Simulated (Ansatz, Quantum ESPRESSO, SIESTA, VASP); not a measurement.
# One structure in several programs: CaCu₂P₂ (P1, 5 atoms in the cell)

Self-consistent single point, at a second geometry (atoms moved at random). First geometry:

```
CELL_PARAMETERS angstrom
     -2.00325     2.00325     4.83650
      2.00325    -2.00325     4.83650
      2.00325     2.00325    -4.83650
ATOMIC_POSITIONS crystal
  Ca 0.00000 0.00000 0.00000
  Cu 0.75000 0.25000 0.50000
  Cu 0.25000 0.75000 0.50000
  P  0.61878 0.61878 0.00000
  P  0.38122 0.38122 0.00000
```

Second geometry:
```
CELL_PARAMETERS angstrom
     -2.00325     2.00325     4.83650
      2.00325    -2.00325     4.83650
      2.00325     2.00325    -4.83650
ATOMIC_POSITIONS crystal
  Ca 0.02223 0.00028 0.02341
  Cu 0.77269 0.24779 0.51996
  Cu 0.24653 0.74920 0.49724
  P  0.61672 0.61753 0.99396
  P  0.34183 0.38521 0.96543
```

Shared settings, as Ansatz (a program for electronic structure) writes them: kpoints.mp_grid.grid = 9 9 9; scf.occupations.method = gaussian; scf.occupations.width = 0.1 eV. Potentials and cutoffs stand in the table.

| code | model | ΔF from the first geometry (meV/atom) | pressure (GPa) | largest force (eV/Å) | cutoff |
|---|---|---|---|---|---|
| VASP | LDA (PZ), VASP's LDA PAW potentials (set 64) | 33.6 | -4.89 | 1.383 | 300 eV |
| SIESTA | LDA PW92, numerical atomic orbitals TZP, PseudoDojo LDA standard norm-conserving potentials (rewritten from UPF to PSML) | 46.2 | -0.05 | 1.818 | grid 350 Ry |
| Ansatz | LDA (PW92), PAW files made with PBE | 32.8 | -4.27 | 1.352 | default |
| Quantum ESPRESSO | LDA (PZ), PSlibrary PAW (LDA) pseudopotentials | 33.4 | -4.32 | 1.376 | 55 Ry |

Size of the force on each atom (eV/Å): Sizes of forces hide their directions.

| code | Ca1 | Cu2 | Cu3 | P4 | P5 |
|---|---|---|---|---|---|
| VASP | 0.517 | 1.167 | 0.245 | 0.067 | 1.383 |
| SIESTA | 1.032 | 1.306 | 0.360 | 0.357 | 1.818 |
| Ansatz | 0.508 | 1.151 | 0.243 | 0.120 | 1.352 |
| Quantum ESPRESSO | 0.512 | 1.173 | 0.246 | 0.116 | 1.376 |

No clean gap comes from VASP, SIESTA, Ansatz and Quantum ESPRESSO: levels at the Fermi energy touch, overlap or are partly filled at this smearing.

On Ansatz's run: spin polarisation is off.

The spread over the programs that give each value: ΔF from the first geometry within 13.4 meV/atom; pressure within 4.84 GPa; largest force within 0.466 eV/Å.

SIESTA uses small atom-centred bases, whose incompleteness enters pressures, forces and empty levels differently from a plane-wave cutoff. Ansatz's pressure is given at a fixed set of plane waves, as the other plane-wave codes print theirs; with its correction for the finite basis it is -4.23 GPa. The same LDA comes in different parametrisations, which differ slightly. In the pressure, SIESTA (by 4.28) lies more than 1 GPa from the median of the plane-wave programs. In the force vectors, SIESTA (by 0.544) lies more than 0.08 eV/Å from the median of the plane-wave programs.

VASP's run is marked for a possible Pulay error in its stress at this cutoff; no cutoff test was made.

The starting cell comes from a database of computed structures (which also holds hypothetical and non-ambient phases and stackings), without a prior relaxation at this level. For this run, on top of that: atoms moved at random.

Keys are those of Ansatz 0.2.
